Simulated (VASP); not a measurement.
Given:

```
CELL_PARAMETERS angstrom
      3.52300     0.00000     0.00000
      0.00000     3.52300     0.00000
      0.00000     0.00000     3.52300
ATOMIC_POSITIONS crystal
  Fe 0.00000 0.00000 0.00000
  Sb 0.50000 0.50000 0.50000
```
Starting moments (μB, in the order of the record's atoms Fe Sb): 4.0 0.0.

Calculation: r2SCAN meta-GGA, VASP's PBE PAW potentials (set 64) (plane waves; VASP). Settings: 400 eV cut-off, 9×9×9 Γ-centred mesh, first-order Methfessel-Paxton smearing of 0.10 eV, potentials Fe Sb.

Energy and stress use the plane-wave basis of the starting cell.

Question: The ions, cell shape and volume are relaxed. What does this cell relax into?

Answer: 
```
CELL_PARAMETERS angstrom
      3.27067     0.00000     0.00000
      0.00000     3.27067     0.00000
      0.00000     0.00000     3.27067
ATOMIC_POSITIONS crystal
  Fe 0.00000 0.00000 0.00000
  Sb 0.50000 0.50000 0.50000
```
Space group Pm-3m (221), at a tolerance of 0.03 Å. The cell ends with 2.34 μB, on the sites 2.63 -0.08 μB.

Question: How do energy and volume change from the first to the last step?

Answer: The energy (σ→0) changes by -164.7 meV/atom and the volume by -20.0 %, in 4 ionic steps.

```tsv
step	E(σ→0) (eV)	max force (eV/Å)	pressure (GPa)	volume (Å³)
1	-38.6434	0.000	-10.38	43.73
2	-38.9714	0.000	-1.02	35.36
3	-38.9725	0.000	0.55	34.79
4	-38.9727	0.000	-0.07	34.99
```

The structure was generated: FeSb was put into the CsCl type type (Pm-3m), which need not be its known phase. This run relaxes it. Symmetry was kept, so distortions that lower it aren't found.
